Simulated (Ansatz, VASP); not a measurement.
# SnPt: VASP beside Ansatz, part 2 of 2

One calculation is typed for both programs; each brings its own data sets. How far apart do they land? The cell is generated by rule, not measured, and may not be a known phase. The cell is taken from a series of runs on this material, whose earlier steps may have relaxed, scaled, displaced or heated it; both programs get it as it stands.

VASP 6.6.1 and Ansatz 0.2.0.

So far: Set-up; Ansatz: zone-centre phonons, PBEsol.

### 3. VASP: zone-centre phonons, PBEsol

Level of this step: PBEsol; plane waves and PAW (Pt, Sn_d); invented cell (VASP).

The same cell, functional, mesh and smearing now go to VASP, with its own data sets.

Lines of VASP's logs that name or quote its potential files are left out, and so is its time.

INCAR reads:

```
SYSTEM = SnPt
PREC = Accurate
ENCUT = 500
EDIFF = 1E-08
NELM = 120
ISMEAR = 1
SIGMA = 0.15
LREAL = .FALSE.
ALGO = Normal
GGA = PS
NBANDS = 30
LASPH = .TRUE.
LORBIT = 11
LWAVE = .FALSE.
LCHARG = .FALSE.
ISIF = 2
IBRION = 8
GGA_COMPAT = .FALSE.
KPAR = 2
```

POSCAR reads:

```
SnPt
1.0
    4.2593972992      0.0000028354      0.0000000000
   -2.1297011051      3.6887448482      0.0000000000
    0.0000000000      0.0000000000      6.7595440262
Pt Sn
2 2
Direct
    0.3333333333      0.6666666667      0.9960266817
    0.6666666667      0.3333333333      0.4960266817
    0.3333333333      0.6666666667      0.3789733183
    0.6666666667      0.3333333333      0.8789733183
```

KPOINTS reads:

```
Automatic mesh
0
Gamma
12 12 6
0 0 0
```

PAW data sets: Pt and Sn_d (PBE family, release 64).

Command:

```
> mpirun -np 2 vasp_std
```

Numbers of over 12 decimals in the logs are rounded to 6 here.

Output:

```text
[banner, memory and clock lines left out]
running    2 mpi-ranks, on    1 nodes
 distrk:  each k-point on    1 cores,    2 groups
 distr:  one band on    1 cores,    1 groups

 POSCAR found type information on POSCAR PtSn
 POSCAR found :  2 types and       4 ions
|                                                                             |
|               ----> ADVICE to this user running VASP <----                  |
|                                                                             |
|     You enforced a specific xc type in the INCAR file but a different       |
|     [... a line on the potential file left out ...]
|     I HOPE YOU KNOW WHAT YOU ARE DOING!                                     |
|                                                                             |

 LDA part: xc-table for (Slater+PW92), standard interpolation
 POSCAR, INCAR and KPOINTS ok, starting setup
 FFT: planning ... GRIDC
 FFT: planning ... GRID_SOFT
 FFT: planning ... GRID
 WAVECAR not read
 entering main loop
       N       E                     dE             d eps       ncg     rms          rms(c)
DAV:   1     0.477182816565E+03    0.47718E+03   -0.22803E+04  4764   0.212E+03
DAV:   2     0.379058694424E+02   -0.43928E+03   -0.42011E+03  4796   0.575E+02
DAV:   3    -0.205590461123E+02   -0.58465E+02   -0.55080E+02  5250   0.170E+02
DAV:   4    -0.229786268522E+02   -0.24196E+01   -0.24083E+01  5224   0.387E+01
DAV:   5    -0.230536523487E+02   -0.75025E-01   -0.75013E-01  5866   0.698E+00    0.823E+00
DAV:   6    -0.227091963168E+02    0.34446E+00   -0.14594E+00  5168   0.749E+00    0.338E+00
DAV:   7    -0.226301293087E+02    0.79067E-01   -0.18885E-01  5866   0.408E+00    0.216E+00
DAV:   8    -0.226049702893E+02    0.25159E-01   -0.54797E-02  5816   0.185E+00    0.176E-01
DAV:   9    -0.226045420942E+02    0.42820E-03   -0.43987E-03  6274   0.756E-01    0.117E-01
DAV:  10    -0.226045533936E+02   -0.11299E-04   -0.51200E-04  5768   0.222E-01    0.357E-02
DAV:  11    -0.226045607287E+02   -0.73352E-05   -0.22932E-05  5136   0.341E-02    0.121E-02
DAV:  12    -0.226045635301E+02   -0.28014E-05   -0.50302E-06  5752   0.229E-02    0.258E-03
DAV:  13    -0.226045634805E+02    0.49642E-07   -0.49379E-07  5564   0.542E-03    0.910E-04
DAV:  14    -0.226045634784E+02    0.20445E-08   -0.12101E-07  5740   0.382E-03    0.222E-04
DAV:  15    -0.226045634748E+02    0.36889E-08   -0.49356E-09  3114   0.760E-04
   1 F= -.22604563E+02 E0= -.22604547E+02  d E =-.508791E-04
 Linear response reoptimize wavefunctions to high precision
DAV:   1    -0.226045634732E+02    0.15889E-08   -0.10293E-09  3114   0.302E-04
DAV:   2    -0.226045634733E+02   -0.85493E-10   -0.27625E-10  2538   0.164E-04
 Linear response DOF=           4
 Linear response progress:
  Degree of freedom:   1/  4
       N       E                     dE             d eps       ncg     rms          rms(c)
RMM:   1    -0.258019246056E+00   -0.25802E+00   -0.22821E-01 48069   0.240E+00
RMM:   2    -0.258715181666E+00   -0.69594E-03   -0.59003E-03 44448   0.480E-01    0.137E-01
RMM:   3    -0.258950998621E+00   -0.23582E-03   -0.21787E-04 48719   0.110E-01    0.803E-02
RMM:   4    -0.259363954727E+00   -0.41296E-03   -0.27634E-04 49958   0.832E-02    0.126E-02
RMM:   5    -0.259337229781E+00    0.26725E-04   -0.56911E-06 49838   0.172E-02    0.105E-02
RMM:   6    -0.259228919144E+00    0.10831E-03   -0.88143E-06 50090   0.117E-02    0.190E-03
RMM:   7    -0.259220836933E+00    0.80822E-05   -0.78713E-06 52592   0.261E-03    0.687E-04
RMM:   8    -0.259215058266E+00    0.57787E-05   -0.82714E-08 52102   0.117E-03    0.139E-04
RMM:   9    -0.259214289517E+00    0.76875E-06   -0.13048E-06 53728   0.290E-04    0.815E-05
RMM:  10    -0.259213598014E+00    0.69150E-06   -0.24346E-08 51393   0.128E-04    0.283E-05
RMM:  11    -0.259213595821E+00    0.21927E-08    0.14486E-07 52742   0.578E-05    0.722E-06
RMM:  12    -0.259213643053E+00   -0.47232E-07    0.68611E-09 52359   0.304E-05    0.221E-06
RMM:  13    -0.259213640037E+00    0.30157E-08   -0.33318E-09 50086   0.225E-05    0.792E-07
 first order change of Fermi-energy  -0.12733E-04
 force on displaced ion       1 direction 1 :  -9.509  -0.000   0.000
 Linear response progress:
  Degree of freedom:   2/  4
       N       E                     dE             d eps       ncg     rms          rms(c)
RMM:   1    -0.272977715225E+00   -0.27298E+00   -0.24006E-01 13486   0.248E+00
RMM:   2    -0.271929298187E+00    0.10484E-02   -0.99510E-03 10189   0.635E-01    0.137E-01
RMM:   3    -0.271893811769E+00    0.35486E-04   -0.41112E-04 10311   0.194E-01    0.803E-02
RMM:   4    -0.272086238350E+00   -0.19243E-03   -0.33781E-04 11397   0.946E-02    0.165E-02
RMM:   5    -0.272097862391E+00   -0.11624E-04   -0.19399E-05 11401   0.265E-02    0.100E-02
RMM:   6    -0.272068865325E+00    0.28997E-04   -0.13745E-05 11353   0.749E-03    0.654E-03
RMM:   7    -0.272008024061E+00    0.60841E-04   -0.55069E-06 11692   0.652E-03    0.132E-03
RMM:   8    -0.272004862473E+00    0.31616E-05   -0.15947E-06 11422   0.250E-03    0.594E-04
RMM:   9    -0.271997658212E+00    0.72043E-05   -0.21958E-06 10884   0.734E-04    0.268E-04
RMM:  10    -0.271993153317E+00    0.45049E-05   -0.65645E-07 11909   0.431E-04    0.125E-04
RMM:  11    -0.271992768450E+00    0.38487E-06    0.20197E-07 11060   0.160E-04    0.383E-05
RMM:  12    -0.271992903599E+00   -0.13515E-06   -0.55718E-08 12402   0.748E-05    0.823E-06
RMM:  13    -0.271992876525E+00    0.27074E-07   -0.60984E-08 12038   0.317E-05    0.438E-06
RMM:  14    -0.271992924842E+00   -0.48317E-07   -0.16672E-08 12184   0.224E-05    0.878E-07
RMM:  15    -0.271992924058E+00    0.78421E-09   -0.57512E-09 10354   0.184E-05    0.301E-07
 first order change of Fermi-energy   0.87841E-02
 force on displaced ion       1 direction 3 :   0.000  -0.000  -9.395
 Linear response progress:
  Degree of freedom:   3/  4
       N       E                     dE             d eps       ncg     rms          rms(c)
RMM:   1    -0.211454633274E+00   -0.21145E+00    0.10215E+00 30551   0.134E+01
RMM:   2    -0.218487345854E+00   -0.70327E-02   -0.18525E-02 47205   0.861E-01    0.110E-01
RMM:   3    -0.218635785930E+00   -0.14844E-03   -0.14376E-03 49665   0.229E-01    0.547E-02
RMM:   4    -0.218586747892E+00    0.49038E-04   -0.15875E-04 52440   0.734E-02    0.219E-02
RMM:   5    -0.218565983344E+00    0.20765E-04   -0.36592E-05 51724   0.226E-02    0.429E-03
RMM:   6    -0.218558771665E+00    0.72117E-05   -0.12535E-05 52705   0.771E-03    0.166E-03
RMM:   7    -0.218557904720E+00    0.86694E-06   -0.76321E-06 54927   0.267E-03    0.905E-04
RMM:   8    -0.218556623642E+00    0.12811E-05   -0.31722E-06 52691   0.103E-03    0.760E-05
RMM:   9    -0.218556245118E+00    0.37852E-06   -0.14810E-06 55808   0.431E-04    0.500E-05
RMM:  10    -0.218555917309E+00    0.32781E-06   -0.79750E-07 52860   0.201E-04    0.204E-05
RMM:  11    -0.218555735726E+00    0.18158E-06   -0.37538E-07 54467   0.105E-04    0.172E-05
RMM:  12    -0.218555701270E+00    0.34456E-07   -0.19285E-07 55426   0.561E-05    0.504E-06
RMM:  13    -0.218555648993E+00    0.52276E-07   -0.10489E-07 53374   0.374E-05    0.104E-06
RMM:  14    -0.218555644420E+00    0.45732E-08   -0.58780E-08 55724   0.269E-05    0.680E-07
 first order change of Fermi-energy   0.27504E-05
 force on displaced ion       3 direction 1 :  -9.226  -0.000   0.000
 Linear response progress:
  Degree of freedom:   4/  4
       N       E                     dE             d eps       ncg     rms          rms(c)
RMM:   1    -0.221854930265E+00   -0.22185E+00    0.10734E+00  7052   0.136E+01
RMM:   2    -0.228851949476E+00   -0.69970E-02   -0.18399E-02 10861   0.861E-01    0.130E-01
RMM:   3    -0.228974066371E+00   -0.12212E-03   -0.14855E-03 11425   0.234E-01    0.668E-02
RMM:   4    -0.228880370928E+00    0.93695E-04   -0.19264E-04 12122   0.716E-02    0.297E-02
RMM:   5    -0.228831054033E+00    0.49317E-04   -0.27896E-05 11625   0.262E-02    0.804E-03
RMM:   6    -0.228823151247E+00    0.79028E-05   -0.56029E-06 11497   0.102E-02    0.287E-03
RMM:   7    -0.228824153036E+00   -0.10018E-05   -0.68981E-06 11447   0.361E-03    0.116E-03
RMM:   8    -0.228824633079E+00   -0.48004E-06   -0.16283E-06 11991   0.146E-03    0.601E-04
RMM:   9    -0.228825814711E+00   -0.11816E-05   -0.25455E-06 11006   0.727E-04    0.146E-04
RMM:  10    -0.228825655335E+00    0.15938E-06   -0.15580E-06 12565   0.296E-04    0.696E-05
RMM:  11    -0.228825521658E+00    0.13368E-06   -0.87807E-07 11209   0.157E-04    0.173E-05
RMM:  12    -0.228825512879E+00    0.87798E-08   -0.41657E-07 13261   0.733E-05    0.820E-06
RMM:  13    -0.228825544286E+00   -0.31408E-07   -0.28122E-07 12074   0.383E-05    0.305E-06
RMM:  14    -0.228825531451E+00    0.12835E-07   -0.12265E-07 12718   0.256E-05    0.126E-06
RMM:  15    -0.228825527930E+00    0.35214E-08   -0.10927E-07 11156   0.205E-05    0.434E-07
RMM:  16    -0.228825521479E+00    0.64504E-08   -0.54565E-08  7153   0.187E-05    0.157E-07
 first order change of Fermi-energy  -0.88183E-02
 force on displaced ion       3 direction 3 :  -0.000   0.000  -9.059
 Linear response finished
```

Parts of OUTCAR (step 3):

```text
ion  position               nearest neighbor table
   1  0.333  0.667  0.996-   4 2.58   4 2.58   4 2.58   3 2.59
   2  0.667  0.333  0.496-   3 2.58   3 2.58   3 2.58   4 2.59
   3  0.333  0.667  0.379-   2 2.58   2 2.58   2 2.58   1 2.59
   4  0.667  0.333  0.879-   1 2.58   1 2.58   1 2.58   2 2.59

  LATTYP: Found a hexagonal cell.
 ALAT       =     4.2593972992
 C/A-ratio  =     1.5869719473

 Subroutine GETGRP returns: Found 12 space group operations
 (whereof  6 operations were pure point group operations)

The static configuration has the point symmetry C_3v.
 The point group associated with its full space group is C_6v.

 Found     76 irreducible k-points:

   k-points           NKPTS =     76   k-points in BZ     NKDIM =     76   number of bands    NBANDS=     30

   dimension x,y,z NGX =    32 NGY =   32 NGZ =   50
   dimension x,y,z NGXF=    64 NGYF=   64 NGZF=  100

   ENCUT  =  500.0 eV  36.75 Ry    6.06 a.u.   7.77  7.77 12.32*2*pi/ulx,y,z

   NELECT =      48.0000    total number of electrons

 k-points in reciprocal lattice and weights: Automatic mesh
   0.00000000  0.00000000  0.00000000       0.001
   0.08333333  0.00000000  0.00000000       0.007
   0.16666667  0.00000000  0.00000000       0.007
   0.25000000  0.00000000  0.00000000       0.007
   0.33333333  0.00000000  0.00000000       0.007
   0.41666667  0.00000000  0.00000000       0.007
   0.50000000  0.00000000  0.00000000       0.003
   0.08333333  0.08333333  0.00000000       0.007
   0.16666667  0.08333333  0.00000000       0.014
[...]
0.33333333  0.25000000  0.50000000       0.014
   0.33333333  0.33333333  0.50000000       0.002

 average (electrostatic) potential at core
       1 -67.6041       2 -67.6041       3-100.5988       4-100.5988

  Total       -0.2823246     -0.2823246     -0.0103507     -0.0000000      0.0000000      0.0000000
  in kB       -4.2590722     -4.2590722     -0.1561482     -0.0000000      0.0000000      0.0000000
  external PRESSURE =      -2.8914309 kB  Pullay stress =       0.0000000 kB

  energy-cutoff  :      500.00
  volume of cell :      106.20
      direct lattice vectors                 reciprocal lattice vectors
     4.259397299  0.000002835  0.000000000     0.234774910  0.135547566  0.000000000
    -2.129701105  3.688744848  0.000000000    -0.000000180  0.271094819  0.000000000
     0.000000000  0.000000000  6.759544026     0.000000000  0.000000000  0.147938973

 POSITION                                       TOTAL-FORCE (eV/Angst)
 -----------------------------------------------------------------------------------
     -0.00000      2.45916      6.73269        -0.000000      0.000000      0.000002
      2.12970      1.22958      3.35291         0.000000     -0.000000      0.000002
     -0.00000      2.45916      2.56169        -0.000000      0.000000     -0.000002
      2.12970      1.22958      5.94146         0.000000     -0.000000     -0.000002
 -----------------------------------------------------------------------------------
    total drift:                               -0.000000     -0.000000      0.000020

 Eigenvectors and eigenvalues of the dynamical matrix
 ----------------------------------------------------

   1 f  =    5.584895 THz    35.090929 2PiTHz  186.292039 cm-1    23.097259 meV
             X         Y         Z           dx          dy          dz
     -0.000002  2.459164  6.732686    -0.381045   -0.209566   -0.000000
      2.129698  1.229584  3.352914    -0.381045   -0.209566    0.000000
     -0.000002  2.459164  2.561687     0.488559    0.268696    0.000000
      2.129698  1.229584  5.941459     0.488559    0.268696    0.000000

   2 f  =    5.584895 THz    35.090929 2PiTHz  186.292039 cm-1    23.097259 meV
             X         Y         Z           dx          dy          dz
     -0.000002  2.459164  6.732686     0.209566   -0.381045    0.000000
      2.129698  1.229584  3.352914     0.209566   -0.381045    0.000000
     -0.000002  2.459164  2.561687    -0.268696    0.488559   -0.000000
      2.129698  1.229584  5.941459    -0.268696    0.488559   -0.000000

   3 f  =    5.542601 THz    34.825192 2PiTHz  184.881283 cm-1    22.922347 meV
             X         Y         Z           dx          dy          dz
     -0.000002  2.459164  6.732686    -0.388654   -0.213758   -0.000000
      2.129698  1.229584  3.352914     0.388654    0.213758   -0.000000
     -0.000002  2.459164  2.561687    -0.482521   -0.265384    0.000000
      2.129698  1.229584  5.941459     0.482521    0.265384    0.000000

   4 f  =    5.542601 THz    34.825192 2PiTHz  184.881283 cm-1    22.922347 meV
             X         Y         Z           dx          dy          dz
     -0.000002  2.459164  6.732686     0.213758   -0.388654    0.000000
      2.129698  1.229584  3.352914    -0.213758    0.388654    0.000000
     -0.000002  2.459164  2.561687     0.265384   -0.482521   -0.000000
      2.129698  1.229584  5.941459    -0.265384    0.482521   -0.000000

   5 f  =    5.407941 THz    33.979096 2PiTHz  180.389499 cm-1    22.365437 meV
             X         Y         Z           dx          dy          dz
     -0.000002  2.459164  6.732686     0.000000   -0.000000   -0.434709
      2.129698  1.229584  3.352914    -0.000000    0.000000   -0.434709
     -0.000002  2.459164  2.561687     0.000000   -0.000000    0.557699
      2.129698  1.229584  5.941459    -0.000000    0.000000    0.557699

   6 f  =    4.949248 THz    31.097042 2PiTHz  165.089141 cm-1    20.468436 meV
             X         Y         Z           dx          dy          dz
     -0.000002  2.459164  6.732686     0.000000   -0.000000   -0.393448
      2.129698  1.229584  3.352914    -0.000000    0.000000    0.393448
     -0.000002  2.459164  2.561687     0.000000   -0.000000    0.587536
      2.129698  1.229584  5.941459    -0.000000    0.000000   -0.587536

   7 f  =    2.664994 THz    16.744651 2PiTHz   88.894631 cm-1    11.021525 meV
             X         Y         Z           dx          dy          dz
     -0.000002  2.459164  6.732686     0.000000    0.000000   -0.587536
      2.129698  1.229584  3.352914    -0.000000    0.000000    0.587536
     -0.000002  2.459164  2.561687     0.000000   -0.000000   -0.393448
      2.129698  1.229584  5.941459     0.000000    0.000000    0.393448

   8 f/i=    0.000484 THz     0.003040 2PiTHz    0.016140 cm-1     0.002001 meV
             X         Y         Z           dx          dy          dz
     -0.000002  2.459164  6.732686    -0.555022   -0.053272    0.000000
      2.129698  1.229584  3.352914    -0.555022   -0.053272    0.000000
     -0.000002  2.459164  2.561687    -0.432882   -0.041549    0.000000
      2.129698  1.229584  5.941459    -0.432882   -0.041549    0.000000

   9 f/i=    0.000484 THz     0.003040 2PiTHz    0.016140 cm-1     0.002001 meV
             X         Y         Z           dx          dy          dz
     -0.000002  2.459164  6.732686     0.053272   -0.555022   -0.000000
      2.129698  1.229584  3.352914     0.053272   -0.555022   -0.000000
     -0.000002  2.459164  2.561687     0.041549   -0.432882   -0.000000
      2.129698  1.229584  5.941459     0.041549   -0.432882   -0.000000

  10 f/i=    0.002045 THz     0.012850 2PiTHz    0.068219 cm-1     0.008458 meV
             X         Y         Z           dx          dy          dz
     -0.000002  2.459164  6.732686    -0.000000    0.000000   -0.557699
      2.129698  1.229584  3.352914    -0.000000    0.000000   -0.557699
     -0.000002  2.459164  2.561687    -0.000000    0.000000   -0.434709
      2.129698  1.229584  5.941459    -0.000000    0.000000   -0.434709

  11 f/i=    0.313883 THz     1.972182 2PiTHz   10.469994 cm-1     1.298113 meV
             X         Y         Z           dx          dy          dz
     -0.000002  2.459164  6.732686     0.266816   -0.481731    0.000000
      2.129698  1.229584  3.352914    -0.266816    0.481731    0.000000
     -0.000002  2.459164  2.561687    -0.214911    0.388017    0.000000
      2.129698  1.229584  5.941459     0.214911   -0.388017    0.000000

  12 f/i=    0.313883 THz     1.972182 2PiTHz   10.469994 cm-1     1.298113 meV
             X         Y         Z           dx          dy          dz
     -0.000002  2.459164  6.732686     0.481731    0.266816    0.000000
      2.129698  1.229584  3.352914    -0.481731   -0.266816    0.000000
     -0.000002  2.459164  2.561687    -0.388017   -0.214911    0.000000
      2.129698  1.229584  5.941459     0.388017    0.214911    0.000000

 ELASTIC MODULI CONTR FROM IONIC RELAXATION (kBar)
 Direction    XX          YY          ZZ          XY          YZ          ZX
 --------------------------------------------------------------------------------
 XX        -571.3747    215.3598    391.7219     -0.0000     -0.0000      0.0000
 YY         215.3598   -571.3747    391.7219     -0.0000      0.0000     -0.0000
 ZZ         391.7219    391.7219   -862.0201      0.0000     -0.0000     -0.0000
 XY          -0.0000     -0.0000      0.0000   -393.3673      0.0000      0.0000
 YZ          -0.0000      0.0000     -0.0000      0.0000   -174.7128     -0.0000
 ZX           0.0000     -0.0000     -0.0000      0.0000     -0.0000   -180.0434
 --------------------------------------------------------------------------------
```

### 4. Comparison

Known differences besides the potentials themselves: the data sets hold 64 valence electrons in Ansatz (on its default PAW (the set named soft_2) files) and 48 in VASP; the cutoff is 420 eV in Ansatz and 500 eV in VASP; Ansatz makes its cores anew for this functional, VASP keeps those of its PBE data sets. Total energies have different zeros and are not compared.

Both answers:

```csv
quantity,Ansatz,VASP,difference
"optical mode 1 to 2 (imaginary, printed as negative) (cm⁻¹)",-11.3,-10.5,-0.8
optical mode 3 (cm⁻¹),88.7,88.9,-0.19 %
optical mode 4 (cm⁻¹),164.3,165.1,-0.46 %
optical mode 5 (cm⁻¹),179.6,180.4,-0.47 %
optical mode 6 to 7 (cm⁻¹),184.0,184.9,-0.47 %
optical mode 8 to 9 (cm⁻¹),185.4,186.3,-0.45 %
```

Modes are paired by rising frequency, not by their patterns, so a pair may set unlike modes beside each other; they are those without the splitting of longitudinal modes.

### 5. What came out

| Quantity | Value |
| --- | --- |
| r.m.s. difference of the optical zone-centre modes, each program's sorted by frequency (zone-centre phonons, PBEsol) | 0.78 cm⁻¹ |

In words: The r.m.s. difference of the optical zone-centre modes, each program's sorted by frequency is 0.78 cm⁻¹ (zone-centre phonons, PBEsol). The data sets hold unlike numbers of valence electrons (64 in Ansatz and 48 in VASP), so part of the differences comes from the potentials. How closely two codes agree says nothing of how well the functional describes the real material.

[Lines on the potential files, build, host, timing and source positions are cut from VASP's logs without a mark.]

[Logs are printed without paths, hosts, clocks, repeated set-up lines and the standing remarks that a program may print on its own settings, such as how far it seeks lower states.]

[Hosts, paths, dates, database ids (printed as entryN), source tags and the programs' standing remarks are cut or masked in the printed files.]
